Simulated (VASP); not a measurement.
A convergence study with VASP on Re (hcp): a few settings are varied, all else stays as given below, so the limit is that of these other settings. The cell's lengths are 1 % over those of the tabulated start and one atom is moved, so it is off equilibrium.

```
CELL_PARAMETERS angstrom
      1.39380    -2.41413     0.00000
      1.39380     2.41413     0.00000
      0.00000     0.00000     4.50460
ATOMIC_POSITIONS crystal
  Re 0.33333 0.66667 0.25000
  Re 0.68841 0.35507 0.75000
```

Method: PBEsol GGA, VASP's PBE PAW potentials (set 64) (plane waves; VASP). The last row used: 550 eV cut-off, 13×13×7 Γ-centred mesh, first-order Methfessel-Paxton smearing of 0.10 eV, potentials Re.

| setting | E (eV/atom) | pressure (GPa) | largest force (eV/Å) | electronic steps |
|---|---|---|---|---|
| ALGO = Normal, EDIFF = 1E-2 | -13.3357 | -15.26 | 0.255 | 9 |
| ALGO = Normal, EDIFF = 1E-3 | -13.3361 | -14.84 | 0.254 | 10 |
| ALGO = Normal, EDIFF = 1E-4 | -13.3362 | -14.72 | 0.254 | 10 |
| ALGO = Normal, EDIFF = 1E-5 | -13.3362 | -14.79 | 0.254 | 10 |
| ALGO = Normal, EDIFF = 1E-6 | -13.3362 | -14.86 | 0.254 | 11 |
| ALGO = Normal, EDIFF = 1E-7 | -13.3362 | -14.87 | 0.254 | 12 |
| ALGO = Normal, EDIFF = 1E-8 | -13.3362 | -14.87 | 0.254 | 13 |
| ALGO = Normal, EDIFF = 1E-9 | -13.3362 | -14.87 | 0.254 | 15 |
| ALGO = Fast, EDIFF = 1E-2 | -13.3343 | -15.37 | 0.255 | 9 |
| ALGO = Fast, EDIFF = 1E-3 | -13.3357 | -13.96 | 0.253 | 11 |
| ALGO = Fast, EDIFF = 1E-4 | -13.3361 | -14.75 | 0.254 | 13 |
| ALGO = Fast, EDIFF = 1E-5 | -13.3362 | -14.88 | 0.254 | 14 |
| ALGO = Fast, EDIFF = 1E-6 | -13.3362 | -14.89 | 0.254 | 16 |
| ALGO = Fast, EDIFF = 1E-7 | -13.3362 | -14.88 | 0.254 | 19 |
| ALGO = Fast, EDIFF = 1E-8 | -13.3362 | -14.87 | 0.254 | 21 |
| ALGO = Fast, EDIFF = 1E-9 | -13.3362 | -14.87 | 0.254 | 24 |
| ALGO = All, EDIFF = 1E-2 | -13.3341 | -14.52 | 0.263 | 12 |
| ALGO = All, EDIFF = 1E-3 | -13.3356 | -14.68 | 0.255 | 15 |
| ALGO = All, EDIFF = 1E-4 | -13.3361 | -14.88 | 0.253 | 22 |
| ALGO = All, EDIFF = 1E-5 | -13.3362 | -14.82 | 0.254 | 26 |
| ALGO = All, EDIFF = 1E-6 | -13.3362 | -14.87 | 0.254 | 34 |
| ALGO = All, EDIFF = 1E-7 | -13.3362 | -14.87 | 0.254 | 45 |
| ALGO = All, EDIFF = 1E-8 | -13.3362 | -14.87 | 0.254 | 52 |
| ALGO = All, EDIFF = 1E-9 | -13.3362 | -14.87 | 0.254 | 66 |

Left out are rungs that failed or repeat a setting and relaxations that didn't move; long series are thinned to 24 rows.

The compound is Re in the hcp structure. The cell was not relaxed at this level, it is distorted from the ideal structure.
